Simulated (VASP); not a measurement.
CdBr: phonons with r2SCAN

CdBr:

```
Cd Br
1.0
     3.36323    0.00000    0.00000
     0.00000    3.36323    0.00000
     0.00000    0.00000    4.84371
Cd Br
1 1
Direct
  0.00000 0.00000 0.00000
  0.50000 0.50000 0.50000
```

The cell was built by a generator and needn't be a form met in nature.

```
Program                : VASP 6.6.1
Task                   : phonons
Functional             : r2SCAN
Potentials or basis    : VASP PAW PBE potentials, release 64 (Cd, Br)
Cutoff                 : 600 eV
k mesh                 : 6 × 6 × 5
Occupations            : gaussian, width 0.05 eV
Spin                   : no spin polarisation
Further INCAR settings : ALGO = Normal; EDIFF = 1e-08; IBRION = 6; POTIM = 0.015; NSW = 1
```

| Property | Result |
| --- | --- |
| Relaxed volume | 25.71 Å³/atom |
| Relaxed cell | a = 3.713 Å, b = 3.713 Å, c = 3.729 Å, α = 90.00°, β = 90.00°, γ = 90.00° |
| Space group after relaxing (to 0.05 Å) | Pm-3m (No. 221) |
| Highest phonon frequency at Γ, LO-TO splitting left out | 46 cm⁻¹ |

The path:
| step | energy change (eV) | largest force (eV/Å) | pressure (GPa) | volume (Å³) |
| --- | --- | --- | --- | --- |
| 1 | 0.0000 | 0.0000 | -0.80 | 54.79 |
| 2 | -0.1842 | 0.0000 | -0.40 | 53.57 |
| 3 | -0.3025 | 0.0000 | 0.24 | 52.13 |
| 4 | -0.4033 | 0.0000 | 2.55 | 48.42 |
| 5 | -0.4141 | 0.0000 | 1.60 | 49.49 |
| 6 | -0.4142 | 0.0000 | 1.82 | 49.21 |
| 7 | -0.4136 | 0.0000 | 1.94 | 49.06 |
| 8 | -0.4262 | 0.0000 | -0.48 | 52.13 |
| 9 | -0.4277 | 0.0000 | 0.07 | 51.33 |
| 10 | -0.4277 | 0.0000 | 0.04 | 51.37 |
| 11 | -0.4279 | 0.0000 | 0.00 | 51.42 |
| 12 | -0.4279 | 0.0000 | -0.03 | 51.46 |
| 13 | -0.4279 | 0.0000 | -0.03 | 51.47 |
| 14 | -0.4279 | 0.0000 | 0.01 | 51.42 |

Final structure:
```xyz
2
Lattice="3.7132 0.0000 0.0000 0.0000 3.7132 0.0000 0.0000 0.0000 3.7292" Properties=species:S:1:pos:R:3 pbc="T T T"
Cd    0.0000    0.0000    0.0000
Br    1.8566    1.8566    1.8646
```

Phonon frequencies in cm⁻¹ (negative: imaginary):
| q point | frequencies |
| --- | --- |
| (0.000, 0.000, 0.000) | -3 -3 -3 38 38 46 |

It took 18 min on 1 thread of Intel(R) Xeon(R) Platinum 8559C (Emerald Rapids), on a shared host, peak memory 0.24 GiB.

Caveat: the PAW data sets were made with another functional, which shifts forces and pressure a little.
